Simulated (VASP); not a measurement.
Data:

```
Ga
1.0
    2.25280    -3.87354     0.00000
    2.25280     3.87354     0.00000
    0.00000     0.00000     4.61699
Ga
4
Cartesian
  2.25280   2.66731   4.23932
  2.25280   1.20624   1.93083
  2.25280  -1.20624   2.68617
  2.25280  -2.66731   0.37767
```

Level of theory: PBE GGA, VASP's PBE PAW potentials (set 64) (plane waves; VASP 6.6.1). Run with 400 eV cut-off, Gaussian smearing of 0.050 eV, potentials Ga_d.

Q: What does the run give for the band gap (along the path) with the smallest direct gap where there is one?

A: 
```json
{
  "band gap (along the path)": "none (metal, semimetal or under 0.01 eV)"
}
```

The compound is Ga in the alpha structure. It was relaxed first.
